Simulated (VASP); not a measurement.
Method: rev-vdW-DF2, VASP's PBE PAW potentials (set 64) (plane waves; VASP 6.6.1).

VASP input:

**INCAR**
```
! general
SYSTEM  =BN
PREC    =Accurate
ENCUT   =520   ! plane-wave cut-off (eV)
LREAL   =.FALSE.   ! projection in real space or not
LASPH   =.TRUE.   ! aspherical one-centre terms

! electronic loop
EDIFF   =1E-7   ! SCF stop (eV)
NELM    =100   ! most electronic steps
ALGO    =Normal   ! blocked Davidson

! smearing
ISMEAR  =0
SIGMA   =0.05

! functional
GGA     =MK
LUSE_VDW=.TRUE.
AGGAC   =0.0
PARAM1  =0.1234568
PARAM2  =0.7114
ZAB_VDW =-1.8867

! ions
IBRION  =2   ! conjugate gradients
NSW     =30   ! most ionic steps
ISIF    =4
EDIFFG  =-0.01   ! ionic stop

! output
LWAVE   =.FALSE.
LCHARG  =.FALSE.
```

**KPOINTS**
```
kpoints
0
G
 10 10 5
```

**POSCAR**
```
BN
1
    1.2749017903    -2.2081948958     0.0000000000
    1.2749017903     2.2081948958     0.0000000000
    0.0000000000     0.0000000000     4.2185124287
B N
2 2
Direct
  0.6666670000   0.3333330000   0.5003071598
  0.3333330000   0.6666670000   0.0003071598
  0.6666670000   0.3333330000   0.8746928402
  0.3333330000   0.6666670000   0.3746928402
```

POTCAR, in this order: B N (PBE.64 set). Program: vasp_std.

The resulting files:

**OSZICAR**
```
       N       E                     dE             d eps       ncg     rms          rms(c)
DAV:   1     0.550865644462E+02    0.55087E+02   -0.87822E+03  1008   0.129E+03
DAV:   2    -0.313848455792E+02   -0.86471E+02   -0.81105E+02  1408   0.274E+02
DAV:   3    -0.338884567355E+02   -0.25036E+01   -0.24943E+01  1344   0.478E+01
DAV:   4    -0.339027145514E+02   -0.14258E-01   -0.14250E-01  1256   0.369E+00
DAV:   5    -0.339028756286E+02   -0.16108E-03   -0.16104E-03  1308   0.374E-01    0.962E+00
DAV:   6    -0.320386384195E+02    0.18642E+01   -0.52209E+00  1268   0.189E+01    0.453E+00
DAV:   7    -0.318919550409E+02    0.14668E+00   -0.24456E-01  1204   0.476E+00    0.272E+00
DAV:   8    -0.318535869567E+02    0.38368E-01   -0.84502E-02  1140   0.260E+00    0.231E-01
DAV:   9    -0.318525593642E+02    0.10276E-02   -0.24190E-03  1312   0.513E-01    0.127E-01
DAV:  10    -0.318526766413E+02   -0.11728E-03   -0.28400E-04  1188   0.177E-01    0.249E-02
DAV:  11    -0.318526731168E+02    0.35245E-05   -0.53365E-05  1296   0.628E-02    0.111E-02
DAV:  12    -0.318526740118E+02   -0.89499E-06   -0.46782E-06  1260   0.225E-02    0.222E-03
DAV:  13    -0.318526740636E+02   -0.51863E-07   -0.15943E-07   912   0.423E-03
   1 F= -.31852674E+02 E0= -.31852674E+02  d E =-.318527E+02
```

**OUTCAR**
```
------------------------ aborting loop because EDIFF is reached ----------------------------------------
  FORCE on cell =-STRESS in cart. coord.  units (eV):
  Direction    XX          YY          ZZ          XY          YZ          ZX
  --------------------------------------------------------------------------------------
  Total       -0.0014799     -0.0014799      0.0015483      0.0000000      0.0000000      0.0000000
  in kB       -0.0998223     -0.0998223      0.1044363      0.0000000      0.0000000      0.0000000
  external PRESSURE =      -0.0317361 kB  Pullay stress =       0.0000000 kB
  volume of cell :       23.75
      direct lattice vectors                 reciprocal lattice vectors
     1.274901790 -2.208194896  0.000000000     0.392187072 -0.226429289  0.000000000
     1.274901790  2.208194896  0.000000000     0.392187072  0.226429289  0.000000000
     0.000000000  0.000000000  4.218512429     0.000000000  0.000000000  0.237050386
  FREE ENERGIE OF THE ION-ELECTRON SYSTEM (eV)
  ---------------------------------------------------
  free  energy   TOTEN  =       -31.8526740636 eV

  energy  without entropy=      -31.8526740636  energy(sigma->0) =      -31.85267406

 reached required accuracy - stopping structural energy minimisation
```
(Selected blocks of OUTCAR.)

### OUTCAR
```
 val. band max:        7.4130772972   @ k =   0.0000   0.0000   0.0000

 cond. band min:      12.7924906761   @ k =   0.3000   0.3000   0.0000


 Fermi energy:         7.6376681078

 k-point     1 :       0.0000    0.0000    0.0000
  band No.  band energies     occupation
      1     -12.8513      2.00000
      2      -8.7202      2.00000
      3      -3.4187      2.00000
      4       5.3111      2.00000
      5       5.3111      2.00000
      6       7.1337      2.00000
      7       7.4130      2.00000
      8       7.4131      2.00000
      9      15.7938      0.00000
     10      15.7939      0.00000
     11      16.0242      0.00000
     12      16.9878      0.00000

 k-point     2 :       0.1000   -0.0000    0.0000
  band No.  band energies     occupation
      1     -12.6348      2.00000
      2      -8.5550      2.00000
      3      -3.2046      2.00000
      4       4.3522      2.00000
      5       4.9195      2.00000
      6       6.6161      2.00000
      7       6.9228      2.00000
      8       7.1896      2.00000
      9      15.4686      0.00000
     10      16.2159      0.00000
     11      16.3557      0.00000
     12      17.6576      0.00000

 k-point     3 :       0.2000   -0.0000    0.0000
  band No.  band energies     occupation
      1     -11.9954      2.00000
      2      -8.0939      2.00000
      3      -2.5742      2.00000
      4       2.2035      2.00000
      5       4.0748      2.00000
      6       4.7651      2.00000
      7       6.2846      2.00000
      8       6.6136      2.00000
      9      14.9678      0.00000
     10      16.7839      0.00000
     11      17.1100      0.00000
     12      18.3850      0.00000

 k-point     4 :       0.3000   -0.0000    0.0000
  band No.  band energies     occupation
      1     -10.9737      2.00000
      2      -7.4907      2.00000
      3      -1.5791      2.00000
      4      -0.0805      2.00000
      5       2.6244      2.00000
      6       3.2424      2.00000
...
```

The compound is BN in the wurtzite structure, a metastable high-pressure form. It was relaxed first.
